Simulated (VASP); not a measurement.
Output of a VASP run:

File OSZICAR:
```
...
DAV:   4    -0.854082616953E+01   -0.11589E-05   -0.10341E-05  1666   0.268E-02    0.155E-02
DAV:   5    -0.854082737355E+01   -0.12040E-05   -0.16390E-06  1243   0.982E-03    0.265E-03
DAV:   6    -0.854082700811E+01    0.36544E-06   -0.16498E-07   773   0.335E-03
   2 F= -.85408270E+01 E0= -.85407903E+01  d E =-.127223E-02
       N       E                     dE             d eps       ncg     rms          rms(c)
DAV:   1    -0.854091686296E+01   -0.89489E-04   -0.23314E-03  1702   0.297E-01    0.284E-02
DAV:   2    -0.854090484571E+01    0.12017E-04   -0.77737E-05  1590   0.620E-02    0.174E-02
DAV:   3    -0.854089485428E+01    0.99914E-05   -0.25129E-05  1602   0.272E-02    0.487E-03
DAV:   4    -0.854089456836E+01    0.28592E-06   -0.31754E-07   822   0.494E-03
   3 F= -.85408946E+01 E0= -.85408520E+01  d E =-.133979E-02
       N       E                     dE             d eps       ncg     rms          rms(c)
DAV:   1    -0.854205338454E+01   -0.11585E-02   -0.35327E-02  1553   0.108E+00    0.709E-02
DAV:   2    -0.854192071120E+01    0.13267E-03   -0.94627E-04  1608   0.236E-01    0.502E-02
DAV:   3    -0.854180007713E+01    0.12063E-03   -0.29847E-04  1642   0.960E-02    0.969E-03
DAV:   4    -0.854179929108E+01    0.78605E-06   -0.57736E-06  1714   0.206E-02
   4 F= -.85417993E+01 E0= -.85417443E+01  d E =-.904723E-03
       N       E                     dE             d eps       ncg     rms          rms(c)
DAV:   1    -0.854380014750E+01   -0.20001E-02   -0.16875E-01  1572   0.238E+00    0.155E-01
DAV:   2    -0.854317457050E+01    0.62558E-03   -0.44792E-03  1615   0.516E-01    0.108E-01
DAV:   3    -0.854259789007E+01    0.57668E-03   -0.14310E-03  1631   0.211E-01    0.223E-02
DAV:   4    -0.854259543404E+01    0.24560E-05   -0.26753E-05  1699   0.450E-02    0.219E-02
DAV:   5    -0.854259224247E+01    0.31916E-05   -0.44467E-06  1706   0.146E-02    0.556E-03
DAV:   6    -0.854259169069E+01    0.55178E-06   -0.79863E-07   775   0.610E-03
   5 F= -.85425917E+01 E0= -.85425231E+01  d E =-.169712E-02
       N       E                     dE             d eps       ncg     rms          rms(c)
DAV:   1    -0.854259301743E+01   -0.77496E-06   -0.14393E-04  1572   0.695E-02    0.459E-03
DAV:   2    -0.854259251441E+01    0.50302E-06   -0.38501E-06  1575   0.151E-02
   6 F= -.85425925E+01 E0= -.85425245E+01  d E =-.169795E-02
       N       E                     dE             d eps       ncg     rms          rms(c)
DAV:   1    -0.854267176449E+01   -0.78747E-04   -0.38878E-02  1574   0.114E+00    0.753E-02
DAV:   2    -0.854252769932E+01    0.14407E-03   -0.10551E-03  1604   0.250E-01    0.534E-02
DAV:   3    -0.854238748911E+01    0.14021E-03   -0.32335E-04  1639   0.100E-01    0.106E-02
DAV:   4    -0.854238745065E+01    0.38461E-07   -0.58676E-06  1709   0.209E-02
   7 F= -.85423875E+01 E0= -.85423241E+01  d E =-.149288E-02
       N       E                     dE             d eps       ncg     rms          rms(c)
DAV:   1    -0.854284255932E+01   -0.45507E-03   -0.34049E-02  1572   0.107E+00    0.707E-02
DAV:   2    -0.854271109705E+01    0.13146E-03   -0.90732E-04  1606   0.232E-01    0.505E-02
DAV:   3    -0.854259296463E+01    0.11813E-03   -0.29693E-04  1630   0.958E-02    0.101E-02
DAV:   4    -0.854259224350E+01    0.72114E-06   -0.52831E-06  1688   0.201E-02
   8 F= -.85425922E+01 E0= -.85425246E+01  d E =-.169768E-02
```

### OUTCAR
```
------------------------ aborting loop because EDIFF is reached ----------------------------------------
  FORCE on cell =-STRESS in cart. coord.  units (eV):
  Direction    XX          YY          ZZ          XY          YZ          ZX
  --------------------------------------------------------------------------------------
  Total       -0.0088356      0.0182795      0.0153052      0.0000000      0.0000000     -0.0089804
  in kB       -0.2354582      0.4871263      0.4078659      0.0000000      0.0000000     -0.2393166
  external PRESSURE =       0.2198447 kB  Pullay stress =       0.0000000 kB
  volume of cell :       60.12
      direct lattice vectors                 reciprocal lattice vectors
     3.919113975 -2.161382545 -0.016542750     0.127163751 -0.231333413 -0.098578933
     3.919113975  2.161382545 -0.016542750     0.127163751  0.231333413 -0.098578933
     2.742116314 -0.000000000  3.537244560     0.001189422 -0.000000000  0.281783872
 POSITION                                       TOTAL-FORCE (eV/Angst)
 -----------------------------------------------------------------------------------
      2.48806     -0.00000      0.82403        -0.001085      0.000000     -0.000359
      8.09229     -0.00000      2.68013         0.001085     -0.000000      0.000359
 -----------------------------------------------------------------------------------
    total drift:                                0.000000     -0.000000      0.000000
  FREE ENERGIE OF THE ION-ELECTRON SYSTEM (eV)
  ---------------------------------------------------
  free  energy   TOTEN  =        -8.5425922435 eV

  energy  without entropy=       -8.5423891782  energy(sigma->0) =       -8.54252456

 reached required accuracy - stopping structural energy minimisation
```
(Selected blocks of OUTCAR.)

**POSCAR**
```
Sb
1
    3.9573420000    -2.1550000000     0.0000000000
    3.9573420000     2.1550000000     0.0000000000
    2.7838200000     0.0000000000     3.5432930000
Sb
2
Direct
  0.2335000000   0.2335000000   0.2335000000
  0.7665000000   0.7665000000   0.7665000000
```

Problem. Reconstruct the remaining input files.

Solution. Several could match; the one computed here: the input of the run itself, AM05 GGA, plane waves, VASP's PBE PAW potentials (set 64).

KPOINTS:
```
Automatic
0
gamma
  9 9 9
0 0 0
```

INCAR:
```
ALGO  =  Normal
EDIFF  =  1E-6
EDIFFG  =  -0.01
ENCUT  =  520
GGA  =  AM
IBRION  =  2
ISIF  =  3
ISMEAR  =  1
LASPH  =  .True.
LCHARG  =  .False.
LMAXMIX  =  4
LREAL  =  .False.
LWAVE  =  .False.
NELM  =  100
NSW  =  60
PREC  =  Accurate
SIGMA  =  0.1
SYSTEM  =  Sb
```

POTCAR, in this order: Sb (PBE.64 set). Program: vasp_std.

The compound is Sb in the a7 structure. This run relaxes it. Symmetry was kept, so distortions that lower it aren't found.
